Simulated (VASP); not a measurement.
Here is the system:

```yaml
crystal:
  lattice:
    - [0.00000, 2.21302, 2.21302]
    - [2.21302, 0.00000, 2.21302]
    - [2.21302, 2.21302, 0.00000]
  atoms:
    - { symbol: Ga, position: [0.00000, 0.00000, 0.00000] }
    - { symbol: N, position: [0.25000, 0.25000, 0.25000] }
```

Method: PBE GGA with D3 dispersion (Becke-Johnson damping), VASP's PBE PAW potentials (set 64) (plane waves; VASP). Numerical set-up: 520 eV cut-off, 10×10×10 Γ-centred mesh, Gaussian smearing of 0.050 eV, potentials Ga_d N.

Task: Give the stress tensor in GPa (positive for a compressed cell).

Result: 
```
12.72   0.00   0.00
 0.00  12.72   0.00
 0.00   0.00  12.72
```
The pressure is its mean diagonal, 12.72 GPa.

The compound is GaN in the zinc blende structure, a metastable form; wurtzite is the usual one. This cell is one point of a volume scan, at 0.94 of the reference volume.
